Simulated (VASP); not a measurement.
Calculation: vdW-DF2, VASP's PBE PAW potentials (set 64) (plane waves; VASP 6.6.1).

VASP input:

### POSCAR
```
HfB2
1.0
  1.5778143176  -2.7328547984   0.0000000000
  1.5778143176   2.7328547984   0.0000000000
  0.0000000000   0.0000000000   3.5804573184
Hf B
1 2
Cartesian
  0.0000000000   0.0000000000   0.0000000000
  1.5778143176   0.9109534214   1.7902286592
  1.5778143176  -0.9109534214   1.7902286592
```

INCAR:
```
EDIFFG=-0.02
LMAXMIX=6
ZAB_VDW=-1.8867
EDIFF=1E-6
NSW=60
LWAVE=.FALSE.
ENCUT=520   # plane-wave cut-off (eV)
LUSE_VDW=.TRUE.
SYSTEM=HfB2
ISMEAR=1   # Methfessel-Paxton
IBRION=2   # conjugate gradients
LREAL=.FALSE.   # projection in real space or not
ISIF=3   # ions, shape and volume
GGA=ML
AGGAC=0.0
PREC=Accurate
NELM=100
LCHARG=.FALSE.
ALGO=Normal
SIGMA=0.1
LASPH=.TRUE.   # aspherical one-centre terms
```

File KPOINTS:
```
kpoints
0
Gamma
10 10 8
0 0 0
```

POTCAR, in this order: Hf_pv B (PBE.64 set). Program: vasp_std.

Unless said otherwise, spin-orbit coupling is left out, though it shifts the bands of the heavy elements here.

Question: Predict the energy per atom (σ→0), band gap (on the k-mesh).

Answer: 
```yaml
energy per atom (σ→0): -646.9 kJ/mol of atoms
band gap (on the k-mesh): none (metal, semimetal or under 0.01 eV)
```

**OSZICAR**
```
...
DAV:   7    -0.201501277517E+02    0.28636E-01   -0.16044E+00  2160   0.843E+00    0.156E+01
DAV:   8    -0.201215216342E+02    0.28606E-01   -0.34121E-01  2024   0.419E+00    0.257E+00
DAV:   9    -0.201135406188E+02    0.79810E-02   -0.39498E-02  2020   0.145E+00    0.217E-01
DAV:  10    -0.201137424149E+02   -0.20180E-03   -0.15536E-03  1992   0.320E-01    0.419E-01
DAV:  11    -0.201137816122E+02   -0.39197E-04   -0.17901E-04  2052   0.136E-01    0.111E-01
DAV:  12    -0.201137790077E+02    0.26045E-05   -0.77285E-06  2064   0.291E-02    0.411E-02
DAV:  13    -0.201137799220E+02   -0.91436E-06   -0.36807E-06  1952   0.202E-02
   1 F= -.20113780E+02 E0= -.20113616E+02  d E =-.201138E+02
```

The compound is HfB2 in the AlB2 type structure. It was relaxed first. The start is the result of an earlier pass.
